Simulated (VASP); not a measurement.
All values below come from PBE GGA, VASP's PBE PAW potentials (set 64) (plane waves; VASP).

Input for VASP

### INCAR
```
! general
SYSTEM = SiC
PREC   = Accurate
ENCUT  = 400   ! plane-wave cut-off (eV)
LREAL  = .FALSE.   ! projection in real space or not
LASPH  = .TRUE.   ! aspherical one-centre terms
NBANDS = 88

! electronic loop
EDIFF  = 1E-6
NELM   = 100   ! most electronic steps
ALGO   = Normal

! smearing
ISMEAR = -1   ! Fermi-Dirac
SIGMA  = 0.05   ! width (eV)

! functional
GGA    = PE   ! PBE

! ions
ISIF   = 2

! output
LWAVE  = .FALSE.
LCHARG = .FALSE.
```

File KPOINTS:
```
Automatic mesh
0
Gamma
6 6 2
0 0 0
```

POSCAR:
```
SiC
30.196160
  0.1018877897   0.0000000000   0.0000000000
 -0.0509438949   0.0882374116   0.0000000000
  0.0000000000   0.0000000000   0.5000000000
Si C
6 6
Cartesian
 -0.0000000509   0.0588249705   0.4164950000
  0.0509439458   0.0294124411   0.1664950000
  0.0509439458   0.0294124411   0.3332500000
 -0.0000000509   0.0588249705   0.0832500000
  0.0000000000   0.0000000000   0.2498650000
  0.0000000000   0.0000000000   0.4998650000
  0.0000000000   0.0000000000   0.4371850000
  0.0000000000   0.0000000000   0.1871850000
 -0.0000000509   0.0588249705   0.3540000000
  0.0509439458   0.0294124411   0.1040000000
  0.0509439458   0.0294124411   0.2707600000
 -0.0000000509   0.0588249705   0.0207600000
```

POTCAR, in this order: Si C (PBE.64 set). Program: vasp_std.

What VASP printed:

OSZICAR:
```
       N       E                     dE             d eps       ncg     rms          rms(c)
DAV:   1     0.708759961734E+02    0.70876E+02   -0.15152E+04  2464   0.393E+02
DAV:   2    -0.953830632413E+02   -0.16626E+03   -0.15751E+03  3016   0.114E+02
DAV:   3    -0.101419848767E+03   -0.60368E+01   -0.59446E+01  2952   0.179E+01
DAV:   4    -0.101447391678E+03   -0.27543E-01   -0.27535E-01  2952   0.138E+00
DAV:   5    -0.101447487839E+03   -0.96161E-04   -0.96159E-04  2912   0.826E-02    0.216E+01
DAV:   6    -0.906105368584E+02    0.10837E+02   -0.52220E+00  2800   0.843E+00    0.942E+00
DAV:   7    -0.903921518153E+02    0.21839E+00   -0.27445E+00  3008   0.378E+00    0.440E+00
DAV:   8    -0.903452051338E+02    0.46947E-01   -0.57326E-02  2832   0.719E-01    0.127E+00
DAV:   9    -0.903418238436E+02    0.33813E-02   -0.12425E-02  2792   0.311E-01    0.195E-01
DAV:  10    -0.903427617938E+02   -0.93795E-03   -0.21165E-03  2792   0.103E-01    0.919E-02
DAV:  11    -0.903428224872E+02   -0.60693E-04   -0.53974E-05  2984   0.195E-02    0.355E-02
DAV:  12    -0.903428250867E+02   -0.25995E-05   -0.77229E-06  2920   0.749E-03    0.120E-02
DAV:  13    -0.903428271140E+02   -0.20273E-05   -0.24327E-06  2824   0.417E-03    0.545E-03
DAV:  14    -0.903428271140E+02    0.82764E-10   -0.14282E-07  1568   0.862E-04
   1 F= -.90342827E+02 E0= -.90342827E+02  d E =-.442817E-09
```

File OUTCAR:
```
------------------------ aborting loop because EDIFF is reached ----------------------------------------
  FORCE on cell =-STRESS in cart. coord.  units (eV):
  Direction    XX          YY          ZZ          XY          YZ          ZX
  --------------------------------------------------------------------------------------
  Total        2.1511856      2.1511854      1.9847630      0.0000000      0.0000000      0.0000000
  in kB       27.8476401     27.8476385     25.6932575      0.0000000      0.0000000      0.0000000
  external PRESSURE =      27.1295120 kB  Pullay stress =       0.0000000 kB
  volume of cell :      123.77
      direct lattice vectors                 reciprocal lattice vectors
     3.076620000  0.000000000  0.000000000     0.325032016  0.187657327  0.000000000
    -1.538310000  2.664431000  0.000000000     0.000000000  0.375314654  0.000000000
     0.000000000  0.000000000 15.098080000     0.000000000  0.000000000  0.066233587
  FREE ENERGIE OF THE ION-ELECTRON SYSTEM (eV)
  ---------------------------------------------------
  free  energy   TOTEN  =       -90.3428271140 eV

  energy  without entropy=      -90.3428271135  energy(sigma->0) =      -90.34282711
```
(Selected blocks of OUTCAR.)

### OUTCAR
```
 val. band max:        8.1967428743   @ k =   0.0000   0.0000   0.0000

 cond. band min:      10.2140475108   @ k =   0.5000   0.0000   0.0000


 Fermi energy:         9.1792115050

 k-point     1 :       0.0000    0.0000    0.0000
  band No.  band energies     occupation
      1      -7.2931      2.00000
      2      -6.7710      2.00000
      3      -6.7342      2.00000
      4      -5.2374      2.00000
      5      -5.2078      2.00000
      6      -3.7171      2.00000
      7      -0.4141      2.00000
      8       1.9349      2.00000
      9       1.9747      2.00000
     10       5.7607      2.00000
     11       5.7877      2.00000
     12       7.0476      2.00000
     13       7.0476      2.00000
     14       7.2334      2.00000
     15       7.2334      2.00000
     16       7.3435      2.00000
     17       7.3435      2.00000
     18       7.8121      2.00000
     19       7.8121      2.00000
     20       7.8930      2.00000
     21       7.8930      2.00000
     22       8.1587      2.00000
     23       8.1967      2.00000
     24       8.1967      2.00000
     25      13.3964      0.00000
     26      13.5663      0.00000
     27      13.9769      0.00000
     28      14.4873      0.00000
     29      14.5256      0.00000
     30      14.8866      0.00000
     31      15.1252      0.00000
     32      15.1252      0.00000
     33      15.3590      0.00000
     34      15.3590      0.00000
     35      15.5700      0.00000
     36      15.6569      0.00000
     37      15.6570      0.00000
     38      15.8172      0.00000
     39      15.8172      0.00000
     40      16.1645      0.00000
     41      16.1645      0.00000
     42      16.3146      0.00000
     43      16.5206      0.00000
     44      16.5653      0.00000
     45      16.5653      0.00000
     46      17.8725      0.00000
     47      18.5633      0.00000
     48      18.7174      0.00000
     49      20.5649      0.00000
     50      20.5649      0.00000
     51      21.0304      0.00000
...
```

At this cut-off the stress carries a Pulay error, which pulls relaxed volumes low.

The structure comes from a computed database's SiC entry; how it stands against other phases isn't given here. The cell was not relaxed at this level. The run is one of a series of settings (NBANDS = 88 against the base run), some of them coarse on purpose.
